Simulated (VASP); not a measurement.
A run of VASP 6.6.1:

Contents of INCAR:

```
SYSTEM = Ca3ZrN3
PREC = Normal ; ENCUT = 520
EDIFF = 1E-4 ; ISMEAR = 0
SIGMA = 0.15 ; LREAL = .False.
LASPH = .True. ; NELM = 60
ALGO = Fast ; ISIF = 3
LWAVE = .False. ; LCHARG = .False.
GGA = PE ; IBRION = 2
NSW = 24 ; EDIFFG = -0.08
```

KPOINTS

```
regular mesh
0
Gamma
  3 3 3
  0 0 0
```

Contents of POSCAR:

```
Ca3ZrN3
1.0
    3.3443780900      1.9308775900      3.7289517000
   -3.3443780900      1.9308775900      3.7289517000
    0.0000000000     -3.8617551800      3.7289517000
Ca Zr N
3 1 3
Direct
    0.0000000000      0.0000000000      0.5000000000
    0.5000000000      0.0000000000      0.0000000000
    0.0000000000      0.5000000000      0.0000000000
    0.5000000000      0.5000000000      0.5000000000
    0.0000000000      0.0000000000      0.0000000000
    0.2705881000      0.2705881000      0.2705881000
    0.7294119000      0.7294119000      0.7294119000
```

Potentials or basis: VASP PAW PBE potentials, release 64 (Ca_sv, Zr_sv, N).

The run is started by

```bash
$ cat potpaw_PBE.64/Ca_sv/POTCAR potpaw_PBE.64/Zr_sv/POTCAR potpaw_PBE.64/N/POTCAR > POTCAR
$ mpirun -np 4 vasp_std > vasp.out
```

Hardware: 4 MPI ranks on Intel(R) Xeon(R) 6975P-C (Granite Rapids), with other jobs on the host.

**Question.** Estimate the wall time of this run.

**Answer.** Wall time 18 s on 4 MPI ranks on Intel(R) Xeon(R) 6975P-C (Granite Rapids), on a shared host, peak memory 0.13 GiB a rank. Counts: scf iterations 60, k points 6, ion steps 5.
